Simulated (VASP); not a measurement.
## BaAs2Rh2: structure and properties in VASP

Aim: relax BaAs2Rh2 with optB86b-vdW, compute its properties on that cell and hold them against experiment. The steps: relaxing cell and atoms (optB86b-vdW), second relaxation, density, ELF and potential (optB86b-vdW), bands along the symmetry lines (optB86b-vdW), density of states (optB86b-vdW), vibrations at Γ (optB86b-vdW) and independent-particle dielectric function (optB86b-vdW). Left out of this account: 3 further runs (self-consistent run: a volume scan without its fit). The start is a computed cell from the Materials Project.

Program: VASP 6.6.1. Level of theory: optB86b-vdW; plane waves and PAW (Ba_sv, As, Rh_pv). Results are calculated unless marked as measured.

## Step 1: The starting structure

Before any relaxation, the start is as follows. It takes space group I4/mmm (No. 139, tetragonal). Conventional cell: a = 4.061 Å, b = 4.061 Å, c = 13.060 Å, α = 90.00°, β = 90.00°, γ = 90.00°. Ba has 8 As at 3.44 Å and 8 Rh at 3.85 Å nearest. As has 4 Rh at 2.45 Å and 4 Ba at 3.44 Å nearest. Nearest to Rh lie 4 As at 2.45 Å and 4 Rh at 2.87 Å and 4 Ba at 3.85 Å. Farther neighbours are not listed.

As a file:

```xyz
5
Lattice="-2.0306 2.0306 6.5302 2.0306 -2.0306 6.5302 2.0306 2.0306 -6.5302" Properties=species:S:1:pos:R:3 pbc="T T T"
Ba    0.0000    0.0000    0.0000
As    0.0000    0.0000    4.6333
As    0.0000    0.0000    8.4270
Rh    0.0000    2.0306    3.2651
Rh    2.0306    0.0000    3.2651
```

## Step 2: Relaxing cell and atoms (optB86b-vdW)

The start need not lie at this functional's minimum. ISIF = 3 frees volume, shape and positions, and EDIFFG sets the threshold on forces and stress at which the search stops. optB86b-vdW pairs nonlocal correlation with a less repulsive exchange of B86b form. LUSE_VDW switches on a nonlocal correlation term for dispersion.

Contents of INCAR:

```
SYSTEM = BaAs2Rh2
PREC = Accurate
ENCUT = 400
EDIFF = 1E-06
NELM = 100
ISMEAR = 1
SIGMA = 0.2
LREAL = .FALSE.
ALGO = Normal
GGA = MK
AGGAC = 0
LUSE_VDW = .TRUE.
PARAM1 = 0.1234
PARAM2 = 1
LASPH = .TRUE.
NBANDS = 31
LORBIT = 11
LWAVE = .FALSE.
LCHARG = .FALSE.
KPAR = 4
IBRION = 2
NSW = 60
ISIF = 3
EDIFFG = -0.01
```

Contents of POSCAR:

```
BaAs2Rh2
1.0
   -2.0306114045      2.0306114045      6.5301503660
    2.0306114045     -2.0306114045      6.5301503660
    2.0306114045      2.0306114045     -6.5301503660
Ba As Rh
1 2 2
Direct
    0.0000000000      0.0000000000      0.0000000000
    0.3547591700      0.3547591700      0.0000000000
    0.6452408300      0.6452408300      0.0000000000
    0.7500000000      0.2500000000      0.5000000000
    0.2500000000      0.7500000000      0.5000000000
```

Contents of KPOINTS:

```
Automatic mesh
0
Gamma
9 9 9
0 0 0
```

PAW data sets: Ba_sv, As and Rh_pv (PBE family, release 64).

Started as:

```sh
$ mpirun -np 4 vasp_std
```

Output:

```text
[banner, memory and clock lines left out]
running    4 mpi-ranks, on    1 nodes
 distrk:  each k-point on    1 cores,    4 groups
 distr:  one band on    1 cores,    1 groups

 POSCAR found type information on POSCAR BaAsRh
 POSCAR found :  3 types and       5 ions
|                                                                             |
|               ----> ADVICE to this user running VASP <----                  |
|                                                                             |
|     You have switched on vdW-DFT.                                           |
|     This routine was written and supplied by Jiri Klimes. We recommend      |
|     that you carefully read and cite the following publications:            |
|       J. Klimes, D.R. Bowler, A. Michelides                                 |
|          J. Phys.: Cond Matt. 22 022201 (2010)                              |
|       J. Klimes, D.R. Bowler, A. Michelides                                 |
|          Phys. Rev. B. 83, 195131 (2011)                                    |
|     and references therein.                                                 |
|                                                                             |

|                                                                             |
|               ----> ADVICE to this user running VASP <----                  |
|                                                                             |
|     You enforced a specific xc type in the INCAR file but a different       |
|     [... a line on the potential file left out ...]
|     I HOPE YOU KNOW WHAT YOU ARE DOING!                                     |
|                                                                             |

 LDA part: xc-table for (Slater+PW92), standard interpolation
 POSCAR, INCAR and KPOINTS ok, starting setup
 FFT: planning ... GRIDC
 FFT: planning ... GRID_SOFT
 FFT: planning ... GRID
 WAVECAR not read
 entering main loop
       N       E                     dE             d eps       ncg     rms          rms(c)
DAV:   1     0.390999127925E+03    0.39100E+03   -0.24457E+04  5306   0.128E+03
DAV:   2    -0.591656629009E+00   -0.39159E+03   -0.37756E+03  5391   0.357E+02
DAV:   3    -0.192005277501E+02   -0.18609E+02   -0.18195E+02  6240   0.737E+01
DAV:   4    -0.195760097096E+02   -0.37548E+00   -0.37465E+00  5846   0.913E+00
DAV:   5    -0.195858824377E+02   -0.98727E-02   -0.98684E-02  6354   0.129E+00    0.145E+01
DAV:   6    -0.192410922358E+02    0.34479E+00   -0.97473E+00  5245   0.211E+01    0.736E+00
DAV:   7    -0.186734024578E+02    0.56769E+00   -0.35257E+00  5252   0.130E+01    0.459E+00
DAV:   8    -0.186096519488E+02    0.63751E-01   -0.23336E-01  5490   0.325E+00    0.110E+00
DAV:   9    -0.186063493896E+02    0.33026E-02   -0.28922E-02  5716   0.111E+00    0.197E-01
DAV:  10    -0.186065820207E+02   -0.23263E-03   -0.34243E-03  5399   0.447E-01    0.624E-02
DAV:  11    -0.186065883412E+02   -0.63206E-05   -0.18075E-04  5617   0.981E-02    0.279E-02
DAV:  12    -0.186065975099E+02   -0.91687E-05   -0.39344E-05  5608   0.357E-02    0.645E-03
DAV:  13    -0.186065982218E+02   -0.71190E-06   -0.30875E-06  5292   0.994E-03
   1 F= -.18606598E+02 E0= -.18607217E+02  d E =-.186066E+02
 curvature:   0.00 expect dE= 0.000E+00 dE for cont linesearch  0.000E+00
 trial: gam= 0.00000 g(F)=  0.168E-01 g(S)=  0.123E-02 ort = 0.000E+00 (trialstep = 0.100E+01)
 search vector abs. value=  0.181E-01
 bond charge predicted
       N       E                     dE             d eps       ncg     rms          rms(c)
DAV:   1    -0.186602888830E+02   -0.53691E-01   -0.88376E-01  4685   0.669E+00    0.147E+00
DAV:   2    -0.186506223886E+02    0.96665E-02   -0.45403E-01  5161   0.483E+00    0.115E+00
DAV:   3    -0.186206189272E+02    0.30003E-01   -0.87827E-02  5161   0.220E+00    0.221E-01
DAV:   4    -0.186203865644E+02    0.23236E-03   -0.84356E-03  5885   0.367E-01    0.907E-02
DAV:   5    -0.186203295536E+02    0.57011E-04   -0.59055E-04  6014   0.168E-01    0.555E-02
DAV:   6    -0.186203545425E+02   -0.24989E-04   -0.96356E-05  6221   0.483E-02    0.156E-02
DAV:   7    -0.186203547718E+02   -0.22934E-06   -0.13142E-05  5364   0.147E-02    0.568E-03
DAV:   8    -0.186203551922E+02   -0.42033E-06   -0.23237E-06  4431   0.966E-03
   2 F= -.18620355E+02 E0= -.18621113E+02  d E =-.137570E-01
[...]
3 F= -.18625237E+02 E0= -.18626022E+02  d E =-.186384E-01
[...]
4 F= -.18624109E+02 E0= -.18624849E+02  d E =0.112736E-02
[...]
5 F= -.18626358E+02 E0= -.18627126E+02  d E =-.112100E-02
[...]
6 F= -.18627018E+02 E0= -.18627839E+02  d E =-.660728E-03
 trial-energy change:   -0.000661  1 .order   -0.000667   -0.000914   -0.000419
 step:   2.1392(harm=  1.9881)  dis= 0.00052  next Energy=   -18.627219 (dE=-0.862E-03)
 bond charge predicted
       N       E                     dE             d eps       ncg     rms          rms(c)
DAV:   1    -0.186322382366E+02   -0.52193E-02   -0.18885E-01  4755   0.277E+00    0.414E-01
DAV:   2    -0.186283717333E+02    0.38665E-02   -0.79164E-03  5231   0.602E-01    0.226E-01
DAV:   3    -0.186275070700E+02    0.86466E-03   -0.36559E-03  5350   0.450E-01    0.123E-01
DAV:   4    -0.186271313685E+02    0.37570E-03   -0.10540E-03  5339   0.210E-01    0.351E-02
DAV:   5    -0.186271300434E+02    0.13252E-05   -0.10149E-04  5420   0.524E-02    0.118E-02
DAV:   6    -0.186271293839E+02    0.65950E-06   -0.81888E-06  5036   0.173E-02
   7 F= -.18627129E+02 E0= -.18627983E+02  d E =-.771767E-03
 curvature:  -1.16 expect dE=-0.129E-04 dE for cont linesearch -0.500E-05
 trial: gam= 0.00000 g(F)=  0.734E-05 g(S)=  0.386E-05 ort =-0.663E-04 (trialstep = 0.129E+01)
 search vector abs. value=  0.112E-04
 reached required accuracy - stopping structural energy minimisation
```

Elapsed: 26 min, on 4 MPI ranks of Intel Xeon Platinum 8259CL at 2.50GHz (Skylake/Cascade Lake), shared host; peak memory 3.9 GiB; 1.7 h of CPU time.

The logs omit lines about the potential files and the build; timing stands in the text.

OUTCAR, selected parts (step 2):

```text
ion  position               nearest neighbor table
   1  0.000  0.000  0.000-   3 3.44   3 3.44   3 3.44   2 3.44   3 3.44   2 3.44   2 3.44   2 3.44
                             5 3.85   4 3.85   5 3.85   4 3.85   4 3.85   4 3.85   5 3.85   5 3.85
   2  0.355  0.355  0.000-   4 2.45   5 2.45   5 2.45   4 2.45   1 3.44   1 3.44   1 3.44   1 3.44

  LATTYP: Found a body centered tetragonal cell.
 ALAT       =     4.0612228090
 C/A-ratio  =     3.2158542750

 Subroutine GETGRP returns: Found 16 space group operations
 (whereof 16 operations were pure point group operations)

The static configuration has the point symmetry D_4h.

 Found     75 irreducible k-points:

   k-points           NKPTS =     75   k-points in BZ     NKDIM =     75   number of bands    NBANDS=     31

   dimension x,y,z NGX =    48 NGY =   48 NGZ =   48
   dimension x,y,z NGXF=    96 NGYF=   96 NGZF=   96

   ENCUT  =  400.0 eV  29.40 Ry    5.42 a.u.  11.63 11.63 11.63*2*pi/ulx,y,z

   NELECT =      50.0000    total number of electrons

 k-points in reciprocal lattice and weights: Automatic mesh
   0.00000000  0.00000000  0.00000000       0.001
   0.11111111 -0.00000000  0.00000000       0.011
   0.22222222  0.00000000  0.00000000       0.011
   0.33333333 -0.00000000  0.00000000       0.011
   0.44444444  0.00000000  0.00000000       0.011
   0.11111111  0.11111111  0.00000000       0.011
   0.22222222  0.11111111  0.00000000       0.022
   0.33333333  0.11111111 -0.00000000       0.022
   0.44444444  0.11111111  0.00000000       0.022
[...]
-0.44444444  0.44444444  0.44444444       0.005
  -0.44444444 -0.44444444  0.44444444       0.003

 average (electrostatic) potential at core
       1 -33.4627       2 -48.4436       3 -48.4436       4 -75.9688       5 -75.9688

 E-fermi :   6.6649

 k-point     1 :       0.0000    0.0000    0.0000
  band No.  band energies     occupation
    ...
     21       4.5030      2.00000
     22       5.4274      2.00000
     23       5.7891      2.00000
     24       5.7891      2.00000
     25       6.5700      1.71147
     26       6.8354     -0.00468
     27       8.6863     -0.00000
     28       8.7204     -0.00000
     29       8.8571     -0.00000
     30       8.8571     -0.00000
    ...

 k-point     2 :       0.1111   -0.0000    0.0000
  band No.  band energies     occupation
    ...
     21       4.4880      2.00000
     22       5.3084      2.00000
     23       5.5660      2.00000
     24       5.5974      2.00000
     25       6.7027      0.68572
     26       6.8191      0.03529
     27       8.3065     -0.00000
     28       8.5739     -0.00000
     29       8.7525     -0.00000
     30       9.4340     -0.00000
    ...

 k-point     3 :       0.2222    0.0000    0.0000
  band No.  band energies     occupation
    ...
     21       4.6085      2.00000
     22       4.9737      2.00000
     23       5.1170      2.00000
     24       5.1508      2.00000
     25       6.5544      1.79483
     26       7.0045     -0.03725
     27       8.0804     -0.00000
     28       8.3920     -0.00000
     29       8.8615     -0.00000
     30      10.0835     -0.00000
    ...

Total vdW correction in eV:      7.3640102

  Total       -0.0073104     -0.0073104      0.0171120      0.0000000      0.0000000      0.0000000
  in kB       -0.1106256     -0.1106256      0.2589504      0.0000000      0.0000000      0.0000000
  external PRESSURE =       0.0125664 kB  Pullay stress =       0.0000000 kB

  energy-cutoff  :      400.00
  volume of cell :      105.88
      direct lattice vectors                 reciprocal lattice vectors
    -2.027936697  2.027936697  6.436153048     0.000000000  0.246556020  0.077686158
     2.027936697 -2.027936697  6.436153048     0.246556020  0.000000000  0.077686158
     2.027936697  2.027936697 -6.436153048     0.246556020  0.246556020  0.000000000

 POSITION                                       TOTAL-FORCE (eV/Angst)
 -----------------------------------------------------------------------------------
      0.00000     -0.00000      0.00000        -0.000000     -0.000000      0.000000
      0.00000      0.00000      4.60886         0.000000      0.000000      0.008722
      0.00000      0.00000      8.26344        -0.000000     -0.000000     -0.008722
      0.00000      2.02794      3.21808        -0.000000     -0.000000      0.000000
      2.02794      0.00000      3.21808        -0.000000     -0.000000     -0.000000
 -----------------------------------------------------------------------------------
    total drift:                                0.000000     -0.000000      0.000000

  FREE ENERGIE OF THE ION-ELECTRON SYSTEM (eV)
  ---------------------------------------------------
  free  energy   TOTEN  =       -18.6271293839 eV

  energy  without entropy=      -18.6296891636  energy(sigma->0) =      -18.62798264

Total vdW correction in eV:      7.3640627

 reached required accuracy - stopping structural energy minimisation

 total charge
# of ion       s       p       d       tot
------------------------------------------
    1        2.012   5.583   0.369   7.964
    2        1.226   1.497   0.084   2.807
    3        1.226   1.497   0.084   2.807
    4        0.346   6.273   7.253  13.872
    5        0.346   6.273   7.253  13.872
--------------------------------------------------
tot          5.157  21.122  15.042  41.321

[... 3 further parts left out ...]
```

CONTCAR:

```
BaAs2Rh2
   1.00000000000000
    -2.0279366972749329    2.0279366972749329    6.4361530479784195
     2.0279366972749329   -2.0279366972749329    6.4361530479784195
     2.0279366972749329    2.0279366972749329   -6.4361530479784195
  Ba              As              Rh
     1     2     2
Direct
     0.0000000000000000    0.0000000000000000    0.0000000000000000
     0.3580447860643101    0.3580447860643101    0.0000000000000000
     0.6419552139356900    0.6419552139356900    0.0000000000000000
     0.7500000000000000    0.2500000000000000    0.5000000000000000
     0.2500000000000000    0.7500000000000000    0.5000000000000000
```

Harder data sets than Ba_sv exist (the GW ones), and pressures, volumes and forces can shift noticeably with them. The PAW data sets were made with PBE, which is usual practice but a small mismatch for other functionals. The run keeps the 16 symmetry operations of its start, so it cannot find a distortion of lower symmetry.

Step by step:

```csv
step,energy less that of the first step (eV),largest force (eV/Å),pressure (GPa),volume (Å³)
1,0.0000,0.4177,-0.29,107.71
2,-0.0138,0.1882,-0.43,107.10
3,-0.0186,0.0668,-0.51,106.44
4,-0.0175,0.0606,1.01,104.97
5,-0.0198,0.0142,0.12,105.82
6,-0.0204,0.0024,0.05,105.85
7,-0.0205,0.0087,0.00,105.88
```

```csv
"conventional cell, symmetrised",before,after,change
a (Å),4.061,4.056,-0.1 %
b (Å),4.061,4.056,-0.1 %
c (Å),13.060,12.872,-1.4 %
volume (Å³/atom),21.54,21.18,-1.7 %
```

The atoms that moved most (Å, as changes of fractional coordinates times the final cell):

```csv
atom,dx,dy,dz,length
As2,0.000,0.000,0.042,0.042
As3,0.000,0.000,-0.042,0.042
```

The relaxed structure:

```
Ba As Rh
1.0
    -2.02794    2.02794    6.43615
     2.02794   -2.02794    6.43615
     2.02794    2.02794   -6.43615
Ba As Rh
1 2 2
Direct
  0.00000 0.00000 0.00000
  0.35804 0.35804 0.00000
  0.64196 0.64196 0.00000
  0.75000 0.25000 0.50000
  0.25000 0.75000 0.50000
```

This step gave:

- electrons: 50
- bands: 31
- irreducible k-points: 75
- symmetry operations: 16
- free energy (TOTEN): -18.63 eV
- energy at zero smearing: -18.63 eV
- Fermi energy: 6.665 eV
- pressure: 0.001257 GPa
- metallic: yes
- SCF cycles over all ionic steps: 58

It ends with a largest force of 0.009 eV/Å and a pressure of 0.00 GPa.

[end of part 1 of 5]

[Lines on the potential files, build, host, timing and source positions are cut from VASP's logs without a mark.]

[Logs are printed without paths, hosts, clocks, repeated set-up lines and the standing remarks that a program may print on its own settings, such as how far it seeks lower states.]

[Hosts, paths, dates, database ids (printed as entryN), source tags and the programs' standing remarks are cut or masked in the printed files.]

[A measured line is paired with the nearest computed mode of its activity, which favours agreement.]
